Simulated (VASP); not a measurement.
Calculation: PBE GGA + U (Dudarev), VASP's PBE PAW potentials (set 64) (plane waves; VASP 6.6.1).

The input files of a VASP run:

**POSCAR**
```
ZnS
1
    0.0000000000     2.7050000000     2.7050000000
    2.7050000000     0.0000000000     2.7050000000
    2.7050000000     2.7050000000     0.0000000000
Zn S
1 1
Direct
  0.0000000000   0.0000000000   0.0000000000
  0.2500000000   0.2500000000   0.2500000000
```

### KPOINTS
```
Automatic mesh
0
Gamma
8 8 8
0 0 0
```

INCAR:
```
! general
SYSTEM     =  ZnS
PREC       =  Accurate
ENCUT      =  400
LREAL      =  .FALSE.   ! projection in real space or not
LASPH      =  .TRUE.

! electronic loop
EDIFF      =  1E-6
NELM       =  100
ALGO       =  Normal
LMAXMIX    =  4   ! l cut-off of mixed one-centre charges

! smearing
ISMEAR     =  0   ! Gaussian
SIGMA      =  0.05   ! width (eV)

! functional
GGA        =  PE

! DFT+U
LDAU       =  .TRUE.
LDAUTYPE   =  2   ! Dudarev
LDAUL      =  2 -1
LDAUU      =  3.0 0
LDAUJ      =  0 0
LDAUPRINT  =  1

! ions
ISIF       =  2

! output
LWAVE      =  .FALSE.
LCHARG     =  .FALSE.
LORBIT     =  10
```

POTCAR, in this order: Zn S (PBE.64 set). Program: vasp_std.

The run wrote:

OUTCAR:
```
 ion  position               nearest neighbor table
   1  0.000  0.000  0.000-   2 2.34   2 2.34   2 2.34   2 2.34
   2  0.250  0.250  0.250-   1 2.34   1 2.34   1 2.34   1 2.34
  LATTYP: Found a face centered cubic cell.
 ALAT       =     5.4100000000
 Subroutine PRICEL returns:
 Original cell was already a primitive cell.
 Subroutine GETGRP returns: Found 24 space group operations
The static configuration has the point symmetry T_d .
The dynamic configuration has the point symmetry T_d .
 Subroutine INISYM returns: Found 24 space group operations
 Subroutine IBZKPT returns following result:
 Found     29 irreducible k-points:

 Following reciprocal coordinates:
            Coordinates               Weight
  0.000000  0.000000  0.000000      1.000000
  0.125000  0.000000  0.000000      8.000000
  0.250000  0.000000  0.000000      8.000000
  0.375000  0.000000  0.000000      8.000000
  0.500000  0.000000  0.000000      4.000000
  0.125000  0.125000  0.000000      6.000000
  0.250000  0.125000  0.000000     24.000000
  0.375000  0.125000  0.000000     24.000000
  0.500000  0.125000  0.000000     24.000000
 -0.375000  0.125000  0.000000     24.000000
 -0.250000  0.125000  0.000000     24.000000
 -0.125000  0.125000  0.000000     12.000000
  0.250000  0.250000  0.000000      6.000000
  0.375000  0.250000  0.000000     24.000000
  0.500000  0.250000  0.000000     24.000000
 -0.375000  0.250000  0.000000     24.000000
 -0.250000  0.250000  0.000000     12.000000
  0.375000  0.375000  0.000000      6.000000
  0.500000  0.375000  0.000000     24.000000
 -0.375000  0.375000  0.000000     12.000000
  0.500000  0.500000  0.000000      3.000000
  0.375000  0.250000  0.125000     24.000000
  0.500000  0.250000  0.125000     48.000000
 -0.375000  0.250000  0.125000     24.000000
...
```

### OSZICAR
```
       N       E                     dE             d eps       ncg     rms          rms(c)
DAV:   1     0.822540656279E+02    0.82254E+02   -0.79838E+03   754   0.140E+03
DAV:   2    -0.125901145848E+01   -0.83513E+02   -0.80068E+02   809   0.264E+02
DAV:   3    -0.692694181624E+01   -0.56679E+01   -0.56447E+01   929   0.732E+01
DAV:   4    -0.699194735381E+01   -0.65006E-01   -0.64992E-01   814   0.817E+00
DAV:   5    -0.699286293974E+01   -0.91559E-03   -0.91557E-03   939   0.916E-01    0.738E+00
DAV:   6    -0.663492267778E+01    0.35794E+00   -0.78091E-01  1136   0.264E+01    0.549E+00
DAV:   7    -0.661603980733E+01    0.18883E-01   -0.23153E-01   804   0.444E+00    0.260E+00
DAV:   8    -0.661675156007E+01   -0.71175E-03   -0.55157E-03   854   0.701E-01    0.618E-01
DAV:   9    -0.661710451875E+01   -0.35296E-03   -0.10111E-03   849   0.257E-01    0.992E-02
DAV:  10    -0.661723063695E+01   -0.12612E-03   -0.94611E-05   804   0.110E-01    0.483E-02
DAV:  11    -0.661725274465E+01   -0.22108E-04   -0.31921E-05   839   0.709E-02    0.406E-03
DAV:  12    -0.661725376161E+01   -0.10170E-05   -0.15176E-06   797   0.120E-02    0.352E-03
DAV:  13    -0.661725384896E+01   -0.87352E-07   -0.29064E-07   567   0.794E-03
   1 F= -.66172538E+01 E0= -.66172538E+01  d E =-.105887E-13
```

**OUTCAR**
```
------------------------ aborting loop because EDIFF is reached ----------------------------------------
  FORCE on cell =-STRESS in cart. coord.  units (eV):
  Direction    XX          YY          ZZ          XY          YZ          ZX
  --------------------------------------------------------------------------------------
  Total        0.0675679      0.0675679      0.0675679      0.0000000      0.0000000      0.0000000
  in kB        2.7347582      2.7347582      2.7347582      0.0000000      0.0000000      0.0000000
  external PRESSURE =       2.7347582 kB  Pullay stress =       0.0000000 kB
  volume of cell :       39.59
      direct lattice vectors                 reciprocal lattice vectors
     0.000000000  2.705000000  2.705000000    -0.184842884  0.184842884  0.184842884
     2.705000000  0.000000000  2.705000000     0.184842884 -0.184842884  0.184842884
     2.705000000  2.705000000  0.000000000     0.184842884  0.184842884 -0.184842884
  FREE ENERGIE OF THE ION-ELECTRON SYSTEM (eV)
  ---------------------------------------------------
  free  energy   TOTEN  =        -6.6172538490 eV

  energy  without entropy=       -6.6172538490  energy(sigma->0) =       -6.61725385

 total charge

# of ion       s       p       d       tot
------------------------------------------
    1        0.512   0.466   9.852  10.830
    2        1.314   2.439   0.000   3.753
--------------------------------------------------
tot          1.827   2.904   9.852  14.583
```
(Selected blocks of OUTCAR.)

The compound is ZnS in the zinc blende structure. The cell was not relaxed at this level. The run is one of a series of settings (LDAU = .TRUE., LDAUJ = 0 0, LDAUL = 2 -1, LDAUTYPE = 2, LDAUU = 3.0 0 against the base run), some of them coarse on purpose.
